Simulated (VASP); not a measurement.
A convergence study with VASP on HfB₂ (AlB2 type): one setting is varied, all else stays as given below, so the limit is that of these other settings. Each run relaxes cell and ions from the cell shown. The basis is that of the starting cell, so low cut-offs carry a Pulay error.

```xyz
3
Lattice="1.5700 -2.7193 0.0000 1.5700 2.7193 0.0000 0.0000 0.0000 3.4800" Properties=species:S:1:pos:R:3 pbc="T T T"
Hf     0.0000     0.0000     0.0000
B      1.5700     0.9064     1.7400
B      1.5700    -0.9064     1.7400
```

These are PBE GGA, VASP's PBE PAW potentials (set 64) (plane waves; VASP 6.6.1) values and carry that method's errors. The tightest run used: 800 eV cut-off, 10×10×8 Γ-centred mesh, first-order Methfessel-Paxton smearing of 0.10 eV, potentials Hf_pv B.

Problem. The settings run are ENCUT = 250; ENCUT = 300; ENCUT = 350; ENCUT = 400; ENCUT = 450; ENCUT = 500; ENCUT = 550; ENCUT = 600; ENCUT = 650; ENCUT = 700; ENCUT = 750; ENCUT = 800. From which on does the relaxed volume stay within 0.1 Å³/atom of the tightest run?

Solution. From ENCUT = 300 on: it is off by 0.064 there and by no more than 0.1 in any finer run, while ENCUT = 250 is off by 0.177.
```json
[
 {"setting": "ENCUT = 250", "relaxed volume (Å³/atom)": "9.771", "E (eV/atom)": "-8.7558", "plane waves": "280", "difference judged (Å³/atom)": "0.177"},
 {"setting": "ENCUT = 300", "relaxed volume (Å³/atom)": "9.884", "E (eV/atom)": "-8.7876", "plane waves": "370", "difference judged (Å³/atom)": "0.064"},
 {"setting": "ENCUT = 350", "relaxed volume (Å³/atom)": "9.932", "E (eV/atom)": "-8.7976", "plane waves": "454", "difference judged (Å³/atom)": "0.016"},
 {"setting": "ENCUT = 400", "relaxed volume (Å³/atom)": "9.944", "E (eV/atom)": "-8.7988", "plane waves": "563", "difference judged (Å³/atom)": "0.004"},
 {"setting": "ENCUT = 450", "relaxed volume (Å³/atom)": "9.946", "E (eV/atom)": "-8.7989", "plane waves": "666", "difference judged (Å³/atom)": "0.002"},
 {"setting": "ENCUT = 500", "relaxed volume (Å³/atom)": "9.946", "E (eV/atom)": "-8.7992", "plane waves": "770", "difference judged (Å³/atom)": "0.002"},
 {"setting": "ENCUT = 550", "relaxed volume (Å³/atom)": "9.945", "E (eV/atom)": "-8.7996", "plane waves": "892", "difference judged (Å³/atom)": "0.003"},
 {"setting": "ENCUT = 600", "relaxed volume (Å³/atom)": "9.945", "E (eV/atom)": "-8.8001", "plane waves": "1010", "difference judged (Å³/atom)": "0.003"},
 {"setting": "ENCUT = 650", "relaxed volume (Å³/atom)": "9.946", "E (eV/atom)": "-8.8004", "plane waves": "1143", "difference judged (Å³/atom)": "0.002"},
 {"setting": "ENCUT = 700", "relaxed volume (Å³/atom)": "9.947", "E (eV/atom)": "-8.8006", "plane waves": "1266", "difference judged (Å³/atom)": "0.001"},
 {"setting": "ENCUT = 750", "relaxed volume (Å³/atom)": "9.947", "E (eV/atom)": "-8.8006", "plane waves": "1404", "difference judged (Å³/atom)": "0.001"},
 {"setting": "ENCUT = 800", "relaxed volume (Å³/atom)": "9.948", "E (eV/atom)": "-8.8006", "plane waves": "1546", "difference judged (Å³/atom)": "0.000"}
]
```

Left out are rungs that failed or repeat a setting and relaxations that didn't move; long series are thinned to 24 rows.

The compound is HfB2 in the AlB2 type structure.
